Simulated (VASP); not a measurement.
Method: PBE GGA, VASP's PBE PAW potentials (set 64) (plane waves; VASP).

A VASP calculation is set up with these files.

File KPOINTS:
```
Automatic mesh
0
G
 7 7 6
```

File POSCAR:
```
Ga
1.0
  2.2600000000  -3.8300000000   0.0000000000
  2.2600000000   3.8300000000   0.0000000000
  0.0000000000   0.0000000000   4.5300000000
Ga
4
Cartesian
  2.2600000000   2.6434660000   4.1630700000
  2.2600000000   1.1865340000   1.8980700000
  2.2600000000  -1.1865340000   2.6319300000
  2.2600000000  -2.6434660000   0.3669300000
```

**INCAR**
```
! general
SYSTEM   =  Ga
PREC     =  Accurate
ENCUT    =  520   ! plane-wave cut-off (eV)
LREAL    =  .False.
LASPH    =  .True.

! electronic loop
EDIFF    =  1E-6   ! SCF stop (eV)
NELM     =  100   ! most electronic steps
ALGO     =  Normal   ! blocked Davidson
LMAXMIX  =  4   ! l cut-off of mixed one-centre charges

! smearing
ISMEAR   =  1   ! Methfessel-Paxton
SIGMA    =  0.1

! functional
GGA      =  PE   ! PBE

! ions
ISIF     =  2   ! forces and stress, cell fixed

! output
LWAVE    =  .False.
LCHARG   =  .False.
```

POTCAR, in this order: Ga_d (PBE.64 set). Program: vasp_std.

Task: Estimate the energy per atom (σ→0), pressure, largest force, band gap (on the k-mesh).

Result: 
```
Property                                                    Result
------------------------  ----------------------------------------
energy per atom (σ→0)                               -2.899 eV/atom
band gap (on the k-mesh)  none (metal, semimetal or under 0.01 eV)
pressure                                                  1.92 GPa
largest force                                           0.107 eV/Å
```

OSZICAR:
```
...
DAV:   7    -0.115967892942E+02    0.14793E-01   -0.62565E-02  5471   0.287E+00    0.309E-01
DAV:   8    -0.115957561375E+02    0.10332E-02   -0.14781E-02  4346   0.143E+00    0.489E-02
DAV:   9    -0.115959154520E+02   -0.15931E-03   -0.11017E-03  4518   0.374E-01    0.261E-02
DAV:  10    -0.115959270833E+02   -0.11631E-04   -0.23333E-04  4643   0.175E-01    0.626E-03
DAV:  11    -0.115959291268E+02   -0.20435E-05   -0.42950E-05  4585   0.823E-02    0.527E-03
DAV:  12    -0.115959285983E+02    0.52857E-06   -0.12597E-05  4670   0.435E-02    0.740E-04
DAV:  13    -0.115959286499E+02   -0.51632E-07   -0.94199E-07  2657   0.954E-03
   1 F= -.11595929E+02 E0= -.11595967E+02  d E =0.114824E-03
```

The compound is Ga in the alpha structure. The cell was not relaxed at this level. The run is one of a series of settings (ENCUT = 520 against the base run), some of them coarse on purpose.
